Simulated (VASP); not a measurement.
# Be16N (a cell with a defect) in VASP: a series of runs

Runs on Be16N (a cell with a defect). Level: PBE+D3(BJ). Tasks: single point, relaxation of the atoms.

All numbers are computed with VASP 6.6.1; they aren't measurements. Logs are shortened: lines on timing, memory, paths and dates and some standing lists are left out, and cuts for length are marked.

### Step 1. The structure

The cell holds a defect, 17 atoms: a = 4.580 Å, b = 3.966 Å, c = 7.177 Å, α = 90.00°, β = 90.00°, γ = 90.00°.

The cell was built by a generator and needn't be a form met in nature.

### Step 2. Single point, PBE+D3(BJ)

Contents of INCAR:

```
SYSTEM = Be16N
  PREC = Accurate
  ENCUT = 520
  EDIFF = 1E-6
  ISMEAR = -1
  SIGMA = 0.05
  LREAL = Auto
  LASPH = .TRUE.
  NELM = 80
  ALGO = Fast
  ISIF = 2
  LWAVE = .FALSE.
  LCHARG = .FALSE.
  GGA = PE
  IVDW = 12
  NBANDS = 32
```

Contents of KPOINTS:

```
regular mesh
0
G
  5 5 3
  0 0 0
```

Contents of POSCAR:

```
Be16N
1.0
   -2.2900000000     -3.9663960000      0.0000000000
    3.4350000000     -1.9831980000      0.0000000000
    0.0000000000      0.0000000000      7.1768600000
Be N
16 1
Direct
    0.7513068125      0.4977088599      0.0050567607
    0.4995024020      0.3351567689      0.2432045060
    0.7609443001      0.5031355568      0.4933263283
    0.4994316753      0.3440921030      0.7640224815
    0.4995180593     -0.0010309484      0.0073394019
    0.2476938269      0.8364636998      0.2454776652
    0.4994354528     -0.0097569969      0.4864656778
    0.2379147961      0.8310584488      0.7572327891
    0.2477090075      0.4976875168      0.0050792632
   -0.0005149000      0.3386154279      0.2434878286
    0.2379212105      0.5031802305      0.4933501502
   -0.0005516119      0.2989695589      0.7596137465
   -0.0004989609     -0.0044395410      0.0070589488
    0.7512967059      0.8364232261      0.2454711742
   -0.0005246565      0.0352449377      0.4909059084
    0.7610431357      0.8310321800      0.7572178815
    0.4994496447      0.6672297713      0.6252771881
```

Potentials or basis: VASP PAW PBE potentials, release 64 (Be, N).

On the command line:

```console
cat potpaw_PBE.64/Be/POTCAR potpaw_PBE.64/N/POTCAR > POTCAR
mpirun -np 1 vasp_std > vasp.out
```

OUTCAR:

```text
SYSTEM = Be16N
   PREC = Accurate
   ENCUT = 520
   EDIFF = 1E-6
   ISMEAR = -1
   LREAL = Auto
   LASPH = .TRUE.
   NELM = 80
   ISIF = 2
   GGA = PE
   IVDW = 12
 IVDW          = 12

 ion  position               nearest neighbor table
   1  0.751  0.498  0.005-  10 2.15   2 2.16   4 2.17  14 2.19  16 2.22  12 2.24   9 2.27  13 2.28
                             5 2.29  13 2.29   5 2.30   9 2.31
   2  0.500  0.335  0.243-   5 2.15   9 2.16   1 2.16   7 2.22   3 2.26  11 2.26   6 2.29  14 2.29
                            10 2.29  10 2.29  14 2.30   6 2.30
   3  0.761  0.503  0.493-  17 1.66  15 2.15  11 2.18  10 2.20  14 2.22   2 2.26   7 2.27  16 2.30
                            12 2.35   7 2.36   4 2.37  15 2.38
   4  0.499  0.344  0.764-  17 1.62   9 2.17   1 2.17   5 2.22   8 2.27  16 2.27  12 2.30  12 2.30
                             8 2.36  16 2.36  11 2.37   3 2.37
   5  0.500  0.999  0.007-   2 2.15  14 2.16   6 2.16   4 2.22  16 2.26   8 2.26   9 2.29   1 2.29
                            13 2.29  13 2.29   1 2.30   9 2.30
   6  0.248  0.836  0.245-  13 2.15   5 2.16   7 2.17   9 2.19  11 2.22  15 2.24  14 2.27  10 2.28
                             2 2.29  10 2.29   2 2.30  14 2.31
   7  0.499  0.990  0.486-  17 1.62   6 2.17  14 2.17   2 2.22  11 2.27   3 2.27  15 2.30  15 2.30
                             3 2.36  11 2.36   8 2.37  16 2.37
   8  0.238  0.831  0.757-  17 1.66  12 2.15  16 2.18  13 2.20   9 2.22   5 2.26   4 2.27  11 2.30
                            15 2.35   4 2.36   7 2.37  12 2.38
   9  0.248  0.498  0.005-  10 2.15   2 2.16   4 2.17   6 2.19   8 2.22  12 2.24   1 2.27  13 2.28
                             5 2.29  13 2.29   5 2.30   1 2.31
  10  0.999  0.339  0.243-  15 2.14   9 2.15   1 2.15  13 2.18  11 2.20   3 2.20  14 2.28   6 2.28
                             2 2.29   2 2.29   6 2.29  14 2.29
  11  0.238  0.503  0.493-  17 1.66  15 2.15   3 2.18  10 2.20   6 2.22   2 2.26   7 2.27   8 2.30
                            12 2.35   7 2.36   4 2.37  15 2.38
  12  0.999  0.299  0.760-  13 2.15  16 2.15   8 2.15  15 2.19   1 2.24   9 2.24   4 2.30   4 2.30
                            11 2.35   3 2.35  16 2.38   8 2.38
  13  1.000  0.996  0.007-  12 2.15   6 2.15  14 2.15  10 2.18   8 2.20  16 2.20   1 2.28   9 2.28
                             5 2.29   5 2.29   9 2.29   1 2.29
  14  0.751  0.836  0.245-  13 2.15   5 2.16   7 2.17   1 2.19   3 2.22  15 2.24   6 2.27  10 2.28
                             2 2.29  10 2.29   2 2.30   6 2.31
  15  0.999  0.035  0.491-  10 2.14  11 2.15   3 2.15  12 2.19   6 2.24  14 2.24   7 2.30   7 2.30
                            16 2.35   8 2.35  11 2.38   3 2.38
  16  0.761  0.831  0.757-  17 1.66  12 2.15   8 2.18  13 2.20   1 2.22   5 2.26   4 2.27   3 2.30
                            15 2.35   4 2.36   7 2.37  12 2.38
  17  0.499  0.667  0.625-   7 1.62   4 1.62   8 1.66  16 1.66  11 1.66   3 1.66

  LATTYP: Found a simple orthorhombic cell.
 ALAT       =     3.9663962620
 B/A-ratio  =     1.1547004875
 C/A-ratio  =     1.8094157835

  Lattice vectors:

 A1 = (  -3.4350000000,   1.9831980000,   0.0000000000)
 A2 = (  -2.2900000000,  -3.9663960000,   0.0000000000)
 A3 = (   0.0000000000,   0.0000000000,   7.1768600000)

Analysis of symmetry for initial positions (statically):
=====================================================================
 Subroutine PRICEL returns:
 Original cell was already a primitive cell.

 Routine SETGRP: Setting up the symmetry group for a
 simple orthorhombic supercell.

 Subroutine GETGRP returns: Found  1 space group operations
 (whereof  1 operations were pure point group operations)
 out of a pool of  8 trial point group operations.

The static configuration has the point symmetry C_1 .

Analysis of symmetry for dynamics (positions and initial velocities):
=====================================================================
 Subroutine PRICEL returns:
 Original cell was already a primitive cell.

 Routine SETGRP: Setting up the symmetry group for a
 simple orthorhombic supercell.

 Subroutine GETGRP returns: Found  1 space group operations
 (whereof  1 operations were pure point group operations)
 out of a pool of  8 trial point group operations.

The dynamic configuration has the point symmetry C_1 .

 Subroutine INISYM returns: Found  1 space group operations
 (whereof  1 operations are pure point group operations),
 and found     1 'primitive' translations

----------------------------------------------------------------------------------------

                                     Primitive cell

  volume of cell :     130.3755

  direct lattice vectors                    reciprocal lattice vectors
    -2.290000000 -3.966396000  0.000000000    -0.109170306 -0.189088533  0.000000000
     3.435000000 -1.983198000  0.000000000     0.218340611 -0.126059022  0.000000000
     0.000000000  0.000000000  7.176860000     0.000000000  0.000000000  0.139336702

  length of vectors
[... 58 lines left out ...]

  Shift w.r.t. Gamma in fractional coordinates (k-lattice)
     0.000000000  0.000000000  0.000000000

 Subroutine IBZKPT returns following result:
 ===========================================

 Found     38 irreducible k-points:

 Following reciprocal coordinates:
            Coordinates               Weight
  0.000000  0.000000  0.000000      1.000000
  0.200000  0.000000  0.000000      2.000000
  0.400000  0.000000  0.000000      2.000000
  0.000000  0.200000  0.000000      2.000000
  0.200000  0.200000  0.000000      2.000000
 -0.200000  0.200000  0.000000      2.000000
[... 16 lines left out ...]
  0.200000 -0.200000 -0.333333      2.000000
 -0.200000 -0.200000  0.333333      2.000000
 [... further k-points ...]
   k-points           NKPTS =     38   k-points in BZ     NKDIM =     38   number of bands    NBANDS=     32
   number of dos      NEDOS =    301   number of ions     NIONS =     17
   total plane-waves  NPLWV =  58320
   dimension x,y,z NGX =    36 NGY =   30 NGZ =   54
   dimension x,y,z NGXF=    72 NGYF=   60 NGZF=  108
   ions per type =              16   1
   NGX,Y,Z   is equivalent  to a cutoff of  13.07, 12.57, 12.51 a.u.
   NGXF,Y,Z  is equivalent  to a cutoff of  26.13, 25.15, 25.02 a.u.
 SYSTEM =  Be16N
   PREC   = accura    normal or accurate (medium, high low for compatibility)
   ISTART =      0    job   : 0-new  1-cont  2-samecut
   ICHARG =      2    charge: 1-file 2-atom 10-const
   ISPIN  =      1    spin polarized calculation?
   LNONCOLLINEAR =      F non collinear calculations
   LSORBIT =      F    spin-orbit coupling
   LASPH  =      T    aspherical Exc in radial PAW
   ENCUT  =  520.0 eV  38.22 Ry    6.18 a.u.   8.52  7.37 13.34*2*pi/ulx,y,z
   NELM   =     80;   NELMIN=  2; NELMDL= -5     # of ELM steps
   EDIFF  = 0.1E-05   stopping-criterion for ELM
   LREAL  =      T    real-space projection
   EDIFFG = 0.1E-04   stopping-criterion for IOM
   NSW    =      0    number of steps for IOM
   IBRION =     -1    ionic relax: 0-MD 1-quasi-New 2-CG
   NFREE  =      0    steps in history (QN), initial steepest desc. (CG)
   ISIF   =      2    stress and relaxation
   ISYM   =      2    0-nonsym 1-usesym 2-fastsym
   POTIM  = 0.5000    time-step for ionic-motion
   TEBEG  =    0.0;   TEEND  =   0.0 temperature during run
   PSTRESS=    0.0 pullay stress
   NELECT =      37.0000    total number of electrons
   NUPDOWN=      -1.0000    fix difference up-down
   EMIN   =  10.00;   EMAX   =-10.00  energy-range for DOS
   EFERMI =   0.00;   METHOD = LEGACY
   ISMEAR =    -1;   SIGMA  =   0.05  broadening in eV -4-tet -1-fermi 0-gaus
   EFERMI_NEDOS =   21; number of points for ismear=-14 and -15
   IALGO  =     68    algorithm
   IMIX   =      4    mixing-type and parameters
     AMIX     =   0.40;   BMIX     =  1.00
     AMIX_MAG =   1.60;   BMIX_MAG =  1.00
  volume/ion in A,a.u.               =       7.67        51.75
  Fermi-wavevector in a.u.,A,eV,Ry     =   1.075829  2.033023 15.747503  1.157409
  Thomas-Fermi vector in A             =   2.211697
   LORBIT       =      0    0 simple, 1 ext, 2 COOP (PROOUT), +10 PAW based schemes
   GGA     = PE    functional components
   LHFCALC =     F    Hartree Fock is set to
   AEXX    =    0.0000 exact exchange contribution
   IVDW    =    12    specifies the selected vdW correction
   LEPSILON=     F    determine dielectric tensor
   LRPA    =     F    only Hartree local field effects (RPA)
 non-spin polarized calculation
 RMM-DIIS sequential band-by-band and
  energy-cutoff  :      520.00
  volume of cell :      130.38
 maximum number of plane-waves:      3529
 NGX is ok and might be reduce to    36
   NGX = 17   NGY = 15   NGZ = 27

 number of electron      37.0000001 magnetization

 Free energy of the ion-electron system (eV)
  ---------------------------------------------------
  ext. energy  EPLUGINS =         0.00000000
  ---------------------------------------------------
  free energy    TOTEN  =       -67.25087781 eV

  energy without entropy =      -67.23110896  energy(sigma->0) =      -67.24099339

 E-fermi :   7.2120     XC(G=0): -10.7454

 val. band max:        7.2059390405   @ k =   0.4000  -0.4000  -0.3333
 cond. band min:       7.2844917907   @ k =   0.0000   0.0000   0.3333
 fundamental gap:      0.0785527502
 Fermi energy:         7.2120083343

 k-point     1 :       0.0000    0.0000    0.0000
  band No.  band energies     occupation
      1     -10.5551      2.00000
      2      -3.4671      2.00000
      3      -2.4476      2.00000
      4      -0.8553      2.00000
      5      -0.6712      2.00000
      6      -0.0445      2.00000
[... 781 lines left out ...]
     29      12.6434      0.00000
     30      13.0120      0.00000

 [... further k-points ...]

 [bands above 30 left out]

------------------------ aborting loop because EDIFF is reached ----------------------------------------

 Edisp (eV)   -5.90870

 E8    (eV) :    -2.0267

  FORCE on cell =-STRESS in cart. coord.  units (eV):
  Direction    XX          YY          ZZ          XY          YZ          ZX
  --------------------------------------------------------------------------------------
  -------------------------------------------------------------------------------------
  Total      -1.78452    -2.21962     5.65409    -0.37662     1.09384    -1.89951
  in kB     -21.92987   -27.27675    69.48281    -4.62827    13.44216   -23.34294
  external pressure =        6.76 kB  Pullay stress =        0.00 kB

 VOLUME and BASIS-vectors are now :
 -----------------------------------------------------------------------------
  energy-cutoff  :      520.00
  volume of cell :      130.38
      direct lattice vectors                 reciprocal lattice vectors
    -2.290000000 -3.966396000  0.000000000    -0.109170306 -0.189088533  0.000000000
     3.435000000 -1.983198000  0.000000000     0.218340611 -0.126059022  0.000000000
     0.000000000  0.000000000  7.176860000     0.000000000  0.000000000  0.139336702

 POSITION                                       TOTAL-FORCE (eV/Angst)
 -----------------------------------------------------------------------------------
     -0.01086     -3.96704      0.03629        -0.001925      0.000297     -0.002136
      0.00740     -2.64591      1.74544        -0.000788      0.000754      0.007707
     -0.01429     -4.01602      3.54053        -0.013282     -0.010168     -0.009282
      0.03826     -2.66335      5.48328        -0.017479      0.008736      0.012527
      2.28756     -3.96244      0.05267         0.002145     -0.000568     -0.007903
      2.30603     -2.64132      1.76176         0.001942      0.000985      0.001427
[... 9 lines left out ...]
      1.11181     -4.66670      5.43445        -0.001375     -0.016636      0.009280
      1.14819     -3.30426      4.48753        -0.001413     -0.001051     -0.000247
 -----------------------------------------------------------------------------------
    total drift:                                0.000646     -0.001668      0.004291

  FREE ENERGIE OF THE ION-ELECTRON SYSTEM (eV)
  ---------------------------------------------------
  free  energy   TOTEN  =       -73.1595753761 eV

  energy  without entropy=      -73.1398065238  energy(sigma->0) =      -73.14969095
```

Run time: 91 s. Hardware: 1 thread of Intel Xeon 6975P-C (Granite Rapids), shared host; peak memory 0.29 GiB.

Results:

- Free energy: -73.1596 eV
- Pressure: 0.7 GPa
- Largest force: 0.023 eV/Å
- Band gap on the k mesh: none (metal or under the smearing width)
- Dispersion energy per atom: -0.348 eV

Forces in eV/Å, atoms in the order of the input:
```
Be  -0.002  0.000 -0.002
Be  -0.001  0.001  0.008
Be  -0.013 -0.010 -0.009
Be  -0.017  0.009  0.013
Be   0.002 -0.001 -0.008
Be   0.002  0.001  0.001
Be   0.015 -0.010 -0.010
Be   0.014  0.010  0.010
Be   0.000  0.002 -0.003
Be   0.002 -0.001  0.003
Be   0.002  0.016 -0.011
Be   0.003 -0.002 -0.002
Be  -0.002  0.002 -0.003
Be   0.001 -0.002  0.002
Be  -0.003  0.002  0.003
Be  -0.001 -0.017  0.009
N   -0.001 -0.001  0.000
```

### Step 3. Relaxation of the atoms, PBE+D3(BJ)

Contents of INCAR:

```
SYSTEM = Be16N
PREC = Accurate
ENCUT = 520
EDIFF = 1E-6
ISMEAR = -1
SIGMA = 0.05
LREAL = Auto
LASPH = .TRUE.
NELM = 80
ALGO = Fast
ISIF = 2
LWAVE = .FALSE.
LCHARG = .FALSE.
GGA = PE
IVDW = 12
IBRION = 2
NSW = 80
EDIFFG = -0.03
```

KPOINTS is that of step 2.

Contents of POSCAR:

```
Be16N
1.0
   -2.2900000000     -3.9663960000      0.0000000000
    3.4350000000     -1.9831980000      0.0000000000
    0.0000000000      0.0000000000      7.1768600000
Be N
16 1
Direct
    0.7500000000      0.5000000000      0.0000000000
    0.5000000000      0.3333333000      0.2500000000
    0.7500000000      0.5000000000      0.5000000000
    0.5000000000      0.3333333000      0.7500000000
    0.5000000000      0.0000000000      0.0000000000
    0.2500000000      0.8333333000      0.2500000000
    0.5000000000      0.0000000000      0.5000000000
    0.2500000000      0.8333333000      0.7500000000
    0.2500000000      0.5000000000      0.0000000000
    0.0000000000      0.3333333000      0.2500000000
    0.2500000000      0.5000000000      0.5000000000
    0.0000000000      0.3333333000      0.7500000000
    0.0000000000      0.0000000000      0.0000000000
    0.7500000000      0.8333333000      0.2500000000
    0.0000000000      0.0000000000      0.5000000000
    0.7500000000      0.8333333000      0.7500000000
    0.4910769000      0.6741044000      0.6295877000
```

Potentials or basis: VASP PAW PBE potentials, release 64 (Be, N).

On the command line:

```console
cat potpaw_PBE.64/Be/POTCAR potpaw_PBE.64/N/POTCAR > POTCAR
mpirun -np 1 vasp_std > vasp.out
```

Run time: 11 min. Hardware: 1 thread of Intel Xeon 6975P-C (Granite Rapids), shared host; peak memory 0.31 GiB.

Results (log left out):

```
Free energy                  : -73.1594 eV
Energy gained by relaxing    : 32.9 meV/atom
Ionic steps                  : 14
Pressure after relaxing      : 0.7 GPa
Largest force after relaxing : 0.022 eV/Å
Band gap on the k mesh       : none (metal or under the smearing width)
Dispersion energy per atom   : -0.348 eV
```

Forces on the atoms (eV/Å):
```
Be  -0.006  0.006 -0.014
Be   0.000  0.005  0.005
Be   0.001 -0.003 -0.001
Be  -0.018  0.010 -0.008
Be   0.004 -0.001 -0.003
Be   0.008 -0.005  0.014
Be   0.018 -0.008  0.008
Be  -0.007  0.002 -0.001
Be  -0.005  0.003 -0.011
Be  -0.003  0.002  0.000
Be   0.008 -0.003 -0.001
Be  -0.011  0.004  0.004
Be   0.007  0.000 -0.001
Be   0.011 -0.001  0.013
Be   0.008 -0.010 -0.005
Be  -0.002 -0.004  0.002
N   -0.016  0.002  0.001
```

Stress tensor (GPa, compression positive):
```
-2.23 -0.44 -2.28
-0.44 -2.74  1.32
-2.28  1.32  6.95
```

The path:
| step | energy change (eV) | largest force (eV/Å) | pressure (GPa) |
| --- | --- | --- | --- |
| 1 | 0.0000 | 2.2535 | 2.52 |
| 2 | -0.3699 | 1.2544 | 0.59 |
| 3 | -0.3701 | 1.2020 | 0.61 |
| 4 | -0.5075 | 0.4925 | 0.17 |
| 5 | -0.5096 | 0.5262 | 0.16 |
| 6 | -0.5460 | 0.2300 | 0.56 |
| 7 | -0.5483 | 0.2453 | 0.72 |
| 8 | -0.5546 | 0.1842 | 0.72 |
| 9 | -0.5546 | 0.1949 | 0.72 |
| 10 | -0.5574 | 0.0763 | 0.65 |
| 11 | -0.5574 | 0.0814 | 0.65 |
| 12 | -0.5582 | 0.0557 | 0.65 |
| 13 | -0.5582 | 0.0821 | 0.65 |
| 14 | -0.5587 | 0.0221 | 0.66 |

Final structure:
```
Be N
1.0
    -2.29000   -3.96640    0.00000
     3.43500   -1.98320    0.00000
     0.00000    0.00000    7.17686
Be N
16 1
Direct
  0.75149 0.49795 0.00526
  0.49976 0.33493 0.24325
  0.76081 0.50283 0.49343
  0.49947 0.34510 0.76437
  0.49965 0.99901 0.00727
  0.24771 0.83590 0.24524
  0.49958 0.99002 0.48584
  0.23753 0.83194 0.75732
  0.24771 0.49786 0.00524
  0.99966 0.33829 0.24359
  0.23803 0.50206 0.49338
  0.99918 0.29970 0.75958
  0.99968 0.99555 0.00702
  0.75157 0.83585 0.24526
  0.99913 0.03444 0.49097
  0.76107 0.83132 0.75728
  0.49904 0.66803 0.62530
```

Levels at points of the mesh, in eV from the Fermi level:
```csv
k point,band 17,band 18,band 19,band 20,band 21,band 22
"(0.00, 0.00, 0.00)",-1.56,-0.42,0.72,0.84,1.69,1.86
```

(Continued in part 2 of 2.)
